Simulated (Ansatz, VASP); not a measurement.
# Cross-check of CaMgSi2B8O18 between VASP and Ansatz, part 2 of 2

Aim: how closely do two programs agree when they are given the same cell, functional and k mesh? The structure shown is frame 133 of Ansatz's trajectory.

VASP 6.6.1 and Ansatz 0.2.0.

So far: The starting structure; Ansatz: dynamics, PBE.

### Step 3. VASP: single point, PBE

Level of this step: PBE; plane waves and PAW (Si, B, Mg, Ca_sv, O) (VASP).

The same cell, functional and mesh now go to VASP, with its own data sets.

Lines of VASP's logs that name or quote its potential files are left out, and so is its time.

File INCAR:

```
SYSTEM = CaMgSi2B8O18
PREC = Accurate
ENCUT = 520
EDIFF = 1E-06
NELM = 120
ISMEAR = 0
SIGMA = 0.01
LREAL = Auto
ALGO = Normal
GGA = PE
NBANDS = 200
LORBIT = 11
LWAVE = .FALSE.
LCHARG = .FALSE.
ISIF = 2
LASPH = .TRUE.
GGA_COMPAT = .FALSE.
EFERMI = MIDGAP
NCORE = 2
```

File POSCAR:

```
CaMgSi2B8O18
1.0
    8.8410800000      0.0000000000      0.0000000000
    0.0000000000      8.8410800000      0.0000000000
    0.0000000000      0.0000000000      8.8410800000
Si B Mg Ca O
4 16 2 2 36
Direct
    0.2760748687      0.4025752510      0.0843109665
    0.9044822578      0.9844385528      0.5711406299
    0.7501345989      0.7355323105      0.2977690508
    0.2862546205      0.9122867342      0.8819736955
    0.5373664756      0.3478760513      0.9226361485
    0.5181380555      0.7144715352      0.8944608577
    0.6513231415      0.4475697539      0.6900175092
    0.0822976378      0.6439145444      0.9455179684
    0.1218742507      0.1237631602      0.0671411185
    0.0296456994      0.2024752632      0.7852660535
    0.9479950413      0.6557796106      0.5352513494
    0.1296334837      0.4578399924      0.6690924638
    0.6091450366      0.9485945156      0.4960366833
    0.3422998095      0.0583412886      0.5901541441
    0.0287860759      0.9408692151      0.2836418175
    0.3569699629      0.6366529881      0.6461880223
    0.7942807892      0.6261565329      0.8550765291
    0.4620250015      0.6185669624      0.1730557805
    0.2861641338      0.7668407027      0.3633379632
    0.6396503595      0.2161161306      0.1216932773
    0.7353739588      0.4348789967      0.3450822750
    0.4394146417      0.9642147792      0.1441792179
    0.4044867822      0.3449691667      0.4337592240
    0.8311654232      0.9546458125      0.9989390436
    0.1733837947      0.2606921326      0.1495857972
    0.8429173811      0.6213381171      0.4203671950
    0.4484406882      0.8599628100      0.9251132215
    0.1562818117      0.5261235053      0.0102815493
    0.0215584521      0.1464526958      0.9313115592
    0.2706004244      0.0377442575      0.0156428853
    0.0371447832      0.0254946228      0.1531939537
    0.4014328566      0.3116700675      0.9859994480
    0.5500346112      0.3609061336      0.7726884046
    0.9506983310      0.0202260357      0.4049844589
    0.9563876811      0.7949933719      0.6081383722
    0.4671488099      0.6117578395      0.0115958684
    0.8829690490      0.8110547580      0.2021585598
    0.6629280586      0.3291113755      0.0166495496
    0.6181937048      0.0664172250      0.0716880743
    0.7757649518      0.5110009184      0.7594434164
    0.2726024422      0.9762924892      0.7119718405
    0.1571866786      0.7821555738      0.9233826637
    0.2826125315      0.4888090595      0.6779601587
    0.6157731861      0.2647527225      0.2667773620
    0.6387228710      0.4424346347      0.5390970334
    0.0570631642      0.3516991137      0.7506548974
    0.7161681605      0.9974460134      0.5965560769
    0.3691743543      0.4914557950      0.2212625607
    0.6270048456      0.6089527524      0.2328787886
    0.4676577975      0.6761956684      0.7426807585
    0.6473756600      0.8713980645      0.3692082868
    0.3208544657      0.7091101992      0.5131160446
    0.0393843286      0.5334303049      0.5654739014
    0.6895537649      0.7308496247      0.9065182082
    0.2679423781      0.1797857275      0.5458948454
    0.1529677370      0.8498056798      0.3346084415
    0.9347161207      0.6464255498      0.9124450859
    0.4636650726      0.9943332715      0.5094060907
    0.9742814226      0.1092400476      0.6790120664
    0.3916716057      0.7545797572      0.2431377162
```

File KPOINTS:

```
Automatic mesh
0
Gamma
1 1 1
0 0 0
```

Potentials, in the order of the species: Si, B, Mg, Ca_sv and O (PBE family, release 64).

Run with:

```
$ mpirun -np 8 vasp_gam
```

Numbers of over 12 decimals in the logs are rounded to 6 here.

Output:

```text
[banner, memory and clock lines left out]
running    8 mpi-ranks, on    1 nodes
[...]
LDA part: xc-table for (Slater+PW92), standard interpolation
 POSCAR, INCAR and KPOINTS ok, starting setup
[...]
entering main loop
       N       E                     dE             d eps       ncg     rms          rms(c)
DAV:   1     0.302979784837E+04    0.30298E+04   -0.18358E+05   408   0.153E+03
DAV:   2    -0.235597947157E+03   -0.32654E+04   -0.31329E+04   488   0.400E+02
DAV:   3    -0.504163642621E+03   -0.26857E+03   -0.26616E+03   488   0.123E+02
DAV:   4    -0.510592723328E+03   -0.64291E+01   -0.63968E+01   504   0.190E+01
[...]
DAV:  15    -0.459013080850E+03   -0.49138E-05   -0.51485E-05   464   0.262E-02    0.140E-02
DAV:  16    -0.459013083452E+03   -0.26021E-05   -0.15952E-05   432   0.136E-02    0.606E-03
DAV:  17    -0.459013083845E+03   -0.39269E-06   -0.65621E-06   448   0.870E-03
   1 F= -.45901308E+03 E0= -.45901308E+03  d E =0.000000E+00
```

From OUTCAR (step 3):

```text
  Total        0.6315269      1.5801905     12.5481148      3.6547693     -0.3714820     -3.7419780
  in kB        1.4641531      3.6635664     29.0919681      8.4733392     -0.8612563     -8.6755267
  external PRESSURE =      11.4065626 kB  Pullay stress =       0.0000000 kB

 POSITION                                       TOTAL-FORCE (eV/Angst)
 -----------------------------------------------------------------------------------
      2.44080      3.55920      0.74540        -1.033929     -0.050470     -0.732366
      7.99660      8.70350      5.04950        -0.734588     -2.227406      0.991471
      6.63200      6.50290      2.63260        -0.291770      0.275476      0.347538
      2.53080      8.06560      7.79760        -2.964959      0.032791     -0.845564
      4.75090      3.07560      8.15710         0.611017     -0.621311      1.113194
      4.58090      6.31670      7.90800        -0.030934     -0.082162      0.743353
      5.75840      3.95700      6.10050        -0.070242     -1.085792     -0.755206
      0.72760      5.69290      8.35940         1.438283      1.188871      0.451037
      1.07750      1.09420      0.59360         1.627449      0.915003     -0.758856
      0.26210      1.79010      6.94260        -0.031743      0.979770      1.032015
      8.38130      5.79780      4.73220         0.510586     -0.009434      0.463573
      1.14610      4.04780      5.91550        -0.260912      0.029934     -0.746620
      5.38550      8.38660      4.38550        -0.138316      0.913813      0.612061
      3.02630      0.51580      5.21760        -1.487450     -0.379211      0.838615
[...]
-----------------------------------------------------------------------------------
    total drift:                               -0.005339      0.004872      0.005099

  FREE ENERGIE OF THE ION-ELECTRON SYSTEM (eV)
  ---------------------------------------------------
  free  energy   TOTEN  =      -459.0130838446 eV

  energy  without entropy=     -459.0130838446  energy(sigma->0) =     -459.01308384

[... 3 further parts left out ...]
[key lines of the parts left out:]
E-fermi :   3.0692
```

The run ends at a pressure of 1.14 GPa, with forces up to 3.3 eV/Å.

### Step 4. Comparison

Known differences besides the potentials themselves: fixed occupations in Ansatz, narrow Gaussian smearing in VASP; the data sets hold 320 valence electrons in Ansatz (on its default PAW (the set named soft_2) files) and 304 in VASP; the cutoff is 420 eV in Ansatz and 520 eV in VASP (PREC = Accurate, projectors in real space). Total energies have different zeros and are not compared.

Forces on 9 of the 60 atoms, those with the largest forces and the largest differences (eV/Å; atoms numbered as in POSCAR):

| atom | Ansatz x, y, z | VASP x, y, z |
| --- | --- | --- |
| Si2 | -0.749, -2.255, 0.907 | -0.735, -2.227, 0.991 |
| Si4 | -2.917, 0.035, -0.836 | -2.965, 0.033, -0.846 |
| B9 | 1.647, 0.925, -0.767 | 1.627, 0.915, -0.759 |
| B17 | -0.256, 0.503, 0.961 | -0.178, 0.503, 0.984 |
| O27 | 3.088, -0.413, 1.086 | 3.113, -0.430, 1.112 |
| O30 | -1.296, 1.171, 0.802 | -1.294, 1.193, 0.851 |
| O34 | 0.730, -0.280, -2.377 | 0.737, -0.287, -2.410 |
| O37 | 0.183, -0.008, -0.006 | 0.261, 0.016, -0.015 |
| O52 | -0.366, 0.189, -2.000 | -0.368, 0.181, -2.013 |

The forces differ by 26 meV/Å r.m.s., which is 3.3 % of the r.m.s. force of 0.789 eV/Å (both taken over all components).

### Step 5. Results

| Quantity | Value |
| --- | --- |
| r.m.s. force difference (single point, PBE) | 3.3 % of the r.m.s. force |

What this shows: The r.m.s. force difference is 3.3 % of the r.m.s. force (single point, PBE), beyond the 3 % picked in this series as the mark of a large difference. The data sets hold unlike numbers of valence electrons (320 in Ansatz and 304 in VASP), so part of the differences comes from the potentials. What causes the difference of the single point, PBE pair stays open here. 2 further runs of this series are not shown here. Such differences can come from data sets, numerical settings and the points named under the comparisons, not from the functional's error against experiment.

[Lines on the potential files, build, host, timing and source positions are cut from VASP's logs without a mark.]

[Logs are printed without paths, hosts, clocks, repeated set-up lines and the standing remarks that a program may print on its own settings, such as how far it seeks lower states.]

[Hosts, paths, dates, database ids (printed as entryN), source tags and the programs' standing remarks are cut or masked in the printed files.]
